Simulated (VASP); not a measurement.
Level of theory: PBEsol GGA, VASP's PBE PAW potentials (set 64) (plane waves; VASP).

VASP ran on this input.

**POSCAR**
```
Zn4S3Se
1
   -0.0001405116     5.4271512618     5.4210884466
    5.4271512618    -0.0001405116     5.4210884466
    2.7135053751     2.7135053751    -0.0000000000
Zn Se S
4 1 3
Direct
  0.9926025196   0.9926025196   0.0147949607
  0.9958660020   0.5110773635   0.9930566345
  0.5110773635   0.9958660020   0.9930566345
  0.5004266317   0.5004266317   0.9991467367
  0.1256318897   0.1256318897   0.2487362206
  0.1259160125   0.6239175734   0.2501664141
  0.6239175734   0.1259160125   0.2501664141
  0.6245620077   0.6245620077   0.2508759846
```

### KPOINTS
```
k-points along high-symmetry lines
8
Line-mode
Reciprocal
  0.000000   0.000000   0.000000 ! GAMMA
 -0.500000  -0.500000   0.000000 ! Y

 -0.500000  -0.500000   0.000000 ! Y
 -0.625000  -0.375000   0.000000 ! C_0

 -0.375000   0.375000   0.000000 ! SIGMA_0
  0.000000   0.000000   0.000000 ! GAMMA

  0.000000   0.000000   0.000000 ! GAMMA
  0.500000   0.500000   0.500000 ! Z

  0.500000   0.500000   0.500000 ! Z
  0.125000   0.875000   0.500000 ! A_0

 -0.125000   0.125000   0.500000 ! E_0
  0.000000   0.000000   0.500000 ! T

  0.000000   0.000000   0.500000 ! T
 -0.500000  -0.500000   0.000000 ! Y

  0.000000   0.000000   0.000000 ! GAMMA
 -0.500000   0.000000   0.000000 ! S

 -0.500000   0.000000   0.000000 ! S
  0.000000   0.500000   0.500000 ! R

  0.000000   0.500000   0.500000 ! R
  0.500000   0.500000   0.500000 ! Z

  0.500000   0.500000   0.500000 ! Z
  0.000000   0.000000   0.500000 ! T
```

### INCAR
```
SYSTEM = Zn4S3Se
PREC = Accurate
ENCUT = 400
EDIFF = 1E-7
NELM = 100
ALGO = Normal
LREAL = .FALSE.
LASPH = .TRUE.
ISMEAR = 0
SIGMA = 0.05
GGA = PS
LMAXMIX = 4
LWAVE = .FALSE.
LCHARG = .FALSE.
LORBIT = 11
ICHARG = 11
```

POTCAR, in this order: Zn Se S (PBE.64 set). Program: vasp_std. Read from the step before: CHGCAR.

The run wrote:

OSZICAR:
```
       N       E                     dE             d eps       ncg     rms          rms(c)
DAV:   1     0.516310922679E+03    0.51631E+03   -0.29306E+04  7568   0.171E+03
DAV:   2     0.372271846152E+02   -0.47908E+03   -0.46671E+03  7646   0.401E+02
DAV:   3    -0.258640635316E+02   -0.63091E+02   -0.62181E+02  8504   0.139E+02
DAV:   4    -0.283730860248E+02   -0.25090E+01   -0.24993E+01  8756   0.272E+01
DAV:   5    -0.284102523562E+02   -0.37166E-01   -0.37139E-01  8684   0.328E+00
DAV:   6    -0.284111864604E+02   -0.93410E-03   -0.93394E-03  8832   0.524E-01
DAV:   7    -0.284112183971E+02   -0.31937E-04   -0.31933E-04  8784   0.917E-02
DAV:   8    -0.284112196245E+02   -0.12273E-05   -0.12273E-05  8824   0.176E-02
DAV:   9    -0.284112196770E+02   -0.52515E-07   -0.52533E-07  7190   0.341E-03
   1 F= -.28411220E+02 E0= -.28411220E+02  d E =-.166951E-15
```

### OUTCAR
```
 val. band max:        2.2371524792   @ k =   0.0000   0.0000   0.0000

 cond. band min:       3.9276851396   @ k =   0.0000   0.0000   0.0000



 k-point     1 :       0.0000    0.0000    0.0000
  band No.  band energies     occupation
      1     -11.2577      2.00000
      2     -10.3216      2.00000
      3     -10.2887      2.00000
      4      -9.9761      2.00000
      5      -4.4771      2.00000
      6      -4.4440      2.00000
      7      -4.4386      2.00000
      8      -4.4325      2.00000
      9      -4.3320      2.00000
     10      -4.2945      2.00000
     11      -4.2754      2.00000
     12      -4.2727      2.00000
     13      -4.0863      2.00000
     14      -4.0688      2.00000
     15      -3.9537      2.00000
     16      -3.9503      2.00000
     17      -3.8978      2.00000
     18      -3.8958      2.00000
     19      -3.8947      2.00000
     20      -3.8793      2.00000
     21      -3.8293      2.00000
     22      -3.7443      2.00000
     23      -3.7168      2.00000
     24      -3.7053      2.00000
     25      -3.4866      2.00000
     26      -3.3330      2.00000
     27      -2.6482      2.00000
     28      -0.2777      2.00000
     29      -0.2535      2.00000
     30       0.9923      2.00000
     31       1.1456      2.00000
     32       1.1552      2.00000
     33       1.2995      2.00000
     34       2.1340      2.00000
     35       2.1539      2.00000
     36       2.2372      2.00000
     37       3.9277      0.00000
     38       5.0830      0.00000
     39       5.1430      0.00000
     40       5.2692      0.00000
     41       5.8944      0.00000
     42       8.2266      0.00000
     43       8.2475      0.00000

 k-point     2 :      -0.0714   -0.0714    0.0000
  band No.  band energies     occupation
      1     -11.2443      2.00000
      2     -10.3230      2.00000
      3     -10.2904      2.00000
      4      -9.9955      2.00000
      5      -4.4781      2.00000
      6      -4.4410      2.00000
...
```

The density is held fixed in this step, so its total energy and stress have no physical meaning.

The structure was generated: Zn4S3Se was put into an ordered model structure (Amm2), which need not be its known phase. It was relaxed first.
